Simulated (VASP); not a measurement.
A VASP calculation is set up with these files.

### KPOINTS
```
Automatic
0
gamma
 10 10 10
```

**POSCAR**
```
PtAl2
1
    0.0000000000     2.9713969636     2.9713969636
    2.9713969636     0.0000000000     2.9713969636
    2.9713969636     2.9713969636     0.0000000000
Al Pt
2 1
Direct
  0.2500000000   0.2500000000   0.2500000000
  0.7500000000   0.7500000000   0.7500000000
  0.0000000000   0.0000000000   0.0000000000
```

### INCAR
```
# general
SYSTEM =PtAl2
PREC   =Accurate
ENCUT  =400
LREAL  =.FALSE.
LASPH  =.TRUE.

# electronic loop
EDIFF  =1E-7
NELM   =100
ALGO   =Normal
LMAXMIX=6

# smearing
ISMEAR =-5

# functional
GGA    =PE

# ions
ISIF   =2

# output
LWAVE  =.FALSE.
LCHARG =.TRUE.
LORBIT =11
NEDOS  =601

# other
LEFG   =.TRUE.
```

POTCAR, in this order: Al Pt (PBE.64 set). Program: vasp_std.

### Question
Write an equivalent input for Quantum ESPRESSO's pw.x.

### Answer
One equivalent input (not run):
```
&CONTROL
  calculation = 'scf'
  pseudo_dir = './pseudo'
  outdir = './out'
  tprnfor = .true.
  tstress = .true.
/
&SYSTEM
  ibrav = 0
  nat = 3
  ntyp = 2
  ecutwfc = 84
  occupations = 'tetrahedra'
  input_dft = 'pbe'
/
&ELECTRONS
  conv_thr = 7.3e-09
  electron_maxstep = 100
/
ATOMIC_SPECIES
  Al 26.982 Al.upf
  Pt 195.084 Pt.upf
CELL_PARAMETERS angstrom
     0.0000000    2.9713970    2.9713970
     2.9713970    0.0000000    2.9713970
     2.9713970    2.9713970    0.0000000
ATOMIC_POSITIONS crystal
  Al   0.2500000  0.2500000  0.2500000
  Al   0.7500000  0.7500000  0.7500000
  Pt   0.0000000  0.0000000  0.0000000
K_POINTS automatic
  10 10 10 0 0 0
```
The two are equivalent in intent, not identical: the potentials are each code's own (VASP's PAW set, PseudoDojo norm-conserving files in pw.x), so ENCUT and ecutwfc are chosen apart and not converted; conv_thr bounds pw.x's estimated SCF error, while EDIFF bounds the energy change between steps; the field gradients of LEFG aren't asked of the other code.

The compound is PtAl2 in the fluorite structure. It was relaxed first.
